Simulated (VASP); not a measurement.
# SrC2 (R-3m) in VASP: single point with LDA

Aim: the single point of SrC2 with LDA.

Program: VASP 6.6.1. These are calculated values, not measurements. Logs are shortened: lines on timing, memory, paths and dates and some standing lists are left out, and cuts for length are marked.

**1. The structure**

It takes space group R-3m (No. 166, trigonal). The conventional cell has a = 5.035 Å, b = 5.035 Å, c = 6.920 Å, α = 90.00°, β = 90.00°, γ = 120.00°. Sr (site symmetry -3m) has 8 C at 2.83 to 2.95 Å as nearest neighbours. C (site symmetry 3m) has 1 C at 1.27 Å as nearest neighbours.

The cell comes from a database or a generator and needn't be the stable form of this composition.

**2. Single point, LDA**

Input file INCAR:

```
SYSTEM = SrC2
PREC     = Accurate       ! precision mode
ENCUT    = 520            ! plane-wave cutoff, eV
EDIFF    = 1E-6           ! SCF threshold, eV
ISMEAR   = 0              ! smearing method
SIGMA    = 0.05           ! smearing width, eV
LREAL    = .FALSE.        ! projectors in reciprocal space
LASPH    = .TRUE.         ! aspherical terms in the spheres
NELM     = 100            ! most SCF steps
ALGO     = Fast           ! electronic algorithm
ISIF     = 2              ! what is computed and relaxed
LWAVE    = .FALSE.        ! write WAVECAR
LCHARG   = .TRUE.         ! write CHGCAR
LELF     = .TRUE.         ! ELF
LVHAR    = .TRUE.       
NBANDS   = 16             ! bands
```

Input file KPOINTS:

```
regular mesh
0
G
  9 9 9
  0 0 0
```

Input file POSCAR:

```
SrC2
1.0
    2.5173255999      1.4533786128      2.3066623887
   -2.5173255999      1.4533786128      2.3066623887
    0.0000000000     -2.9067572255      2.3066623887
Sr C
1 2
Direct
    0.0000000000      0.0000000000      0.0000000000
    0.5915580000      0.5915580000      0.5915580000
    0.4084420000      0.4084420000      0.4084420000
```

Potentials or basis: VASP PAW LDA potentials, release 64 (Sr_sv, C).

On the command line:

```bash
> cat potpaw_LDA.64/Sr_sv/POTCAR potpaw_LDA.64/C/POTCAR > POTCAR
> mpirun -np 1 vasp_std > vasp.out
```

OUTCAR:

```text
SYSTEM = SrC2
   PREC = Accurate
   ENCUT = 520
   EDIFF = 1E-6
   ISMEAR = 0
   LREAL = .FALSE.
   LASPH = .TRUE.
   NELM = 100
   ISIF = 2

 ion  position               nearest neighbor table
   1  0.000  0.000  0.000-   2 2.83   3 2.83   2 2.95   2 2.95   3 2.95   3 2.95   2 2.95   3 2.95
                             2 3.41   3 3.41   2 3.41   3 3.41   2 3.41   3 3.41
   2  0.592  0.592  0.592-   3 1.27   1 2.83   1 2.95   1 2.95   1 2.95   1 3.41   1 3.41   1 3.41

   3  0.408  0.408  0.408-   2 1.27   1 2.83   1 2.95   1 2.95   1 2.95   1 3.41   1 3.41   1 3.41

  LATTYP: Found a trigonal (rhomboedric) cell.
 ALAT       =     3.7107854887
 COS(alpha) =     0.0795990013

  Lattice vectors:

 A1 = (   2.5173255999,   1.4533786128,   2.3066623887)
 A2 = (  -2.5173255999,   1.4533786128,   2.3066623887)
 A3 = (   0.0000000000,  -2.9067572255,   2.3066623887)

Analysis of symmetry for initial positions (statically):
=====================================================================
 Subroutine PRICEL returns:
 Original cell was already a primitive cell.

 Routine SETGRP: Setting up the symmetry group for a
 trigonal (rhombohedral) supercell.

 Subroutine GETGRP returns: Found 12 space group operations
 (whereof 12 operations were pure point group operations)
 out of a pool of 12 trial point group operations.

The static configuration has the point symmetry D_3d.

Analysis of symmetry for dynamics (positions and initial velocities):
=====================================================================
 Subroutine PRICEL returns:
 Original cell was already a primitive cell.

 Routine SETGRP: Setting up the symmetry group for a
 trigonal (rhombohedral) supercell.

 Subroutine GETGRP returns: Found 12 space group operations
 (whereof 12 operations were pure point group operations)
 out of a pool of 12 trial point group operations.

The dynamic configuration has the point symmetry D_3d.

 Subroutine INISYM returns: Found 12 space group operations
 (whereof 12 operations are pure point group operations),
 and found     1 'primitive' translations

----------------------------------------------------------------------------------------

                                     Primitive cell

  volume of cell :      50.6353

  direct lattice vectors                    reciprocal lattice vectors
     2.517325600  1.453378613  2.306662389     0.198623492  0.114675326  0.144508939
    -2.517325600  1.453378613  2.306662389    -0.198623492  0.114675326  0.144508939
     0.000000000 -2.906757225  2.306662389     0.000000000 -0.229350653  0.144508939

  length of vectors
     3.710785489  3.710785489  3.710785489     0.271080348  0.271080348  0.271080348

  position of ions in fractional coordinates (direct lattice)
     0.000000000  0.000000000  0.000000000
     0.591558000  0.591558000  0.591558000
     0.408442000  0.408442000  0.408442000

  ion indices of the primitive-cell ions
   primitive index   ion index
                 1           1
                 2           2
                 3           3

----------------------------------------------------------------------------------------

 KPOINTS: regular mesh

Automatic generation of k-mesh.
 Grid dimensions read from file:
 generate k-points for:    9    9    9

 Generating k-lattice:

  Cartesian coordinates                     Fractional coordinates (reciprocal lattice)
     0.022069277  0.012741703  0.016056549     0.111111111  0.000000000  0.000000000
    -0.022069277  0.012741703  0.016056549     0.000000000  0.111111111  0.000000000
     0.000000000 -0.025483406  0.016056549    -0.000000000 -0.000000000  0.111111111

  Length of vectors
     0.030120039  0.030120039  0.030120039

  Shift w.r.t. Gamma in fractional coordinates (k-lattice)
     0.000000000  0.000000000  0.000000000

 Subroutine IBZKPT returns following result:
 ===========================================

 Found     85 irreducible k-points:

 Following reciprocal coordinates:
            Coordinates               Weight
  0.000000  0.000000  0.000000      1.000000
  0.111111  0.000000 -0.000000      6.000000
  0.222222 -0.000000 -0.000000      6.000000
  0.333333 -0.000000  0.000000      6.000000
  0.444444 -0.000000 -0.000000      6.000000
  0.111111  0.111111 -0.000000      6.000000
[... 16 lines left out ...]
 -0.333333  0.333333  0.000000      6.000000
  0.444444  0.444444 -0.000000      6.000000
 [... further k-points ...]
   k-points           NKPTS =     85   k-points in BZ     NKDIM =     85   number of bands    NBANDS=     16
   number of dos      NEDOS =    301   number of ions     NIONS =      3
   total plane-waves  NPLWV =  21952
   dimension x,y,z NGX =    28 NGY =   28 NGZ =   28
   dimension x,y,z NGXF=    56 NGYF=   56 NGZF=   56
   ions per type =               1   2
   NGX,Y,Z   is equivalent  to a cutoff of  12.54, 12.54, 12.54 a.u.
   NGXF,Y,Z  is equivalent  to a cutoff of  25.09, 25.09, 25.09 a.u.
 SYSTEM =  SrC2
   PREC   = accura    normal or accurate (medium, high low for compatibility)
   ISTART =      0    job   : 0-new  1-cont  2-samecut
   ICHARG =      2    charge: 1-file 2-atom 10-const
   ISPIN  =      1    spin polarized calculation?
   LNONCOLLINEAR =      F non collinear calculations
   LSORBIT =      F    spin-orbit coupling
   LASPH  =      T    aspherical Exc in radial PAW
   ENCUT  =  520.0 eV  38.22 Ry    6.18 a.u.   6.90  6.90  6.90*2*pi/ulx,y,z
   NELM   =    100;   NELMIN=  2; NELMDL= -5     # of ELM steps
   EDIFF  = 0.1E-05   stopping-criterion for ELM
   LREAL  =      F    real-space projection
   EDIFFG = 0.1E-04   stopping-criterion for IOM
   NSW    =      0    number of steps for IOM
   IBRION =     -1    ionic relax: 0-MD 1-quasi-New 2-CG
   NFREE  =      0    steps in history (QN), initial steepest desc. (CG)
   ISIF   =      2    stress and relaxation
   ISYM   =      2    0-nonsym 1-usesym 2-fastsym
   POTIM  = 0.5000    time-step for ionic-motion
   TEBEG  =    0.0;   TEEND  =   0.0 temperature during run
   PSTRESS=    0.0 pullay stress
   NELECT =      18.0000    total number of electrons
   NUPDOWN=      -1.0000    fix difference up-down
   EMIN   =  10.00;   EMAX   =-10.00  energy-range for DOS
   EFERMI =   0.00;   METHOD = LEGACY
   ISMEAR =     0;   SIGMA  =   0.05  broadening in eV -4-tet -1-fermi 0-gaus
   EFERMI_NEDOS =   21; number of points for ismear=-14 and -15
   IALGO  =     68    algorithm
   IMIX   =      4    mixing-type and parameters
     AMIX     =   0.40;   BMIX     =  1.00
     AMIX_MAG =   1.60;   BMIX_MAG =  1.00
  volume/ion in A,a.u.               =      16.88       113.90
  Fermi-wavevector in a.u.,A,eV,Ry     =   1.159706  2.191526 18.298716  1.344918
  Thomas-Fermi vector in A             =   2.296296
   LORBIT       =      0    0 simple, 1 ext, 2 COOP (PROOUT), +10 PAW based schemes
   GGA     = CA    functional components
   LHFCALC =     F    Hartree Fock is set to
   AEXX    =    0.0000 exact exchange contribution
   IVDW    =     0    specifies the selected vdW correction
   LEPSILON=     F    determine dielectric tensor
   LRPA    =     F    only Hartree local field effects (RPA)
 non-spin polarized calculation
 RMM-DIIS sequential band-by-band and
 Gauss-broadening in eV      SIGMA  =   0.05
  energy-cutoff  :      520.00
  volume of cell :       50.64
 maximum number of plane-waves:      1388
   NGX = 13   NGY = 13   NGZ = 13

 number of electron      17.9999999 magnetization

 Free energy of the ion-electron system (eV)
  ---------------------------------------------------
  ext. energy  EPLUGINS =         0.00000000
  ---------------------------------------------------
  free energy    TOTEN  =       -21.43892089 eV

  energy without entropy =      -21.43892089  energy(sigma->0) =      -21.43892089

 E-fermi :   2.0819     XC(G=0):  -9.9952

 val. band max:        1.7581163454   @ k =  -0.3333   0.4444   0.3333
 cond. band min:       3.3702403729   @ k =   0.0000   0.0000   0.0000
 fundamental gap:      1.6121240276
 Fermi energy:         2.0818824988

 k-point     1 :       0.0000    0.0000    0.0000
  band No.  band energies     occupation
      1     -32.0295      2.00000
      2     -14.0060      2.00000
      3     -14.0060      2.00000
      4     -13.9069      2.00000
      5     -10.8787      2.00000
      6      -0.7747      2.00000
[... 8 lines left out ...]
     15      10.2223      0.00000
     16      11.1708      0.00000

 k-point     2 :       0.1111    0.0000   -0.0000
  band No.  band energies     occupation
      1     -32.0257      2.00000
      2     -14.0665      2.00000
      3     -14.0006      2.00000
      4     -13.9171      2.00000
      5     -10.8089      2.00000
      6      -1.1683      2.00000
[... 8 lines left out ...]
     15      10.0690      0.00000
     16      10.8252      0.00000

 k-point     3 :       0.2222   -0.0000   -0.0000
  band No.  band energies     occupation
      1     -32.0160      2.00000
      2     -14.2387      2.00000
      3     -13.9868      2.00000
      4     -13.9121      2.00000
      5     -10.6391      2.00000
      6      -1.8021      2.00000
[... 8 lines left out ...]
     15       9.8048      0.00000
     16      10.1060      0.00000

 k-point     4 :       0.3333   -0.0000    0.0000
  band No.  band energies     occupation
      1     -32.0050      2.00000
      2     -14.4262      2.00000
      3     -13.9710      2.00000
      4     -13.8983      2.00000
      5     -10.4533      2.00000
      6      -2.3750      2.00000
[... 8 lines left out ...]
     15       9.5157      0.00000
     16      10.0081      0.00000
[... 324 lines left out ...]
 k-point    22 :      -0.4444    0.3333    0.0000
  band No.  band energies     occupation
      1     -31.9746      2.00000
      2     -14.4079      2.00000
      3     -14.2706      2.00000
      4     -13.8903      2.00000
      5     -10.3998      2.00000
      6      -2.0498      2.00000
[... 8 lines left out ...]
     15      10.4756      0.00000
     16      10.8001      0.00000

 k-point    23 :      -0.3333    0.3333    0.0000
  band No.  band energies     occupation
      1     -31.9814      2.00000
      2     -14.3507      2.00000
      3     -14.2752      2.00000
      4     -13.8984      2.00000
      5     -10.3897      2.00000
      6      -1.8140      2.00000
[... 8 lines left out ...]
     15      10.1275      0.00000
     16      10.3420      0.00000

 k-point    24 :       0.4444    0.4444   -0.0000
  band No.  band energies     occupation
      1     -31.9679      2.00000
      2     -14.3747      2.00000
      3     -14.3452      2.00000
      4     -13.8826      2.00000
      5     -10.4409      2.00000
      6      -2.0880      2.00000
[... 8 lines left out ...]
     15      10.6843      0.00000
     16      11.3374      0.00000

 [... further k-points ...]

------------------------ aborting loop because EDIFF is reached ----------------------------------------

  FORCE on cell =-STRESS in cart. coord.  units (eV):
  Direction    XX          YY          ZZ          XY          YZ          ZX
  --------------------------------------------------------------------------------------
  -------------------------------------------------------------------------------------
  Total       -1.5462136     -1.5462136     -2.0097214     -0.0000000     -0.0000000      0.0000000
  in kB      -48.9245262    -48.9245262    -63.5906125     -0.0000000     -0.0000000      0.0000000
  external PRESSURE =     -53.8132216 kB  Pullay stress =       0.0000000 kB

 VOLUME and BASIS-vectors are now :
 -----------------------------------------------------------------------------
  energy-cutoff  :      520.00
  volume of cell :       50.64
      direct lattice vectors                 reciprocal lattice vectors
     2.517325600  1.453378613  2.306662389     0.198623492  0.114675326  0.144508939
    -2.517325600  1.453378613  2.306662389    -0.198623492  0.114675326  0.144508939
     0.000000000 -2.906757225  2.306662389     0.000000000 -0.229350653  0.144508939

 POSITION                                       TOTAL-FORCE (eV/Angst)
 -----------------------------------------------------------------------------------
      0.00000      0.00000      0.00000         0.000000      0.000000     -0.000000
      0.00000      0.00000      4.09357         0.000000     -0.000000     -0.441417
      0.00000      0.00000      2.82641         0.000000      0.000000      0.441417
 -----------------------------------------------------------------------------------
    total drift:                               -0.000000      0.000000      0.000000

  FREE ENERGIE OF THE ION-ELECTRON SYSTEM (eV)
  ---------------------------------------------------
  free  energy   TOTEN  =       -21.4389208947 eV

  energy  without entropy=      -21.4389208947  energy(sigma->0) =      -21.43892089
```

Wall time 55 s (1 thread of Intel Xeon Platinum 8488C (Sapphire Rapids), shared host); peak memory 0.18 GiB.

Results:

```
Free energy            : -21.4389 eV
Pressure               : -5.4 GPa
Largest force          : 0.441 eV/Å
Band gap on the k mesh : 1.61 eV, indirect (least direct gap 2.43 eV)
```

Forces in eV/Å, atoms in the order of the input:
```
Sr   0.000  0.000  0.000
C    0.000  0.000 -0.441
C    0.000  0.000  0.441
```

Caveat: an odd mesh through Γ misses points on the zone boundary, where band edges often lie.
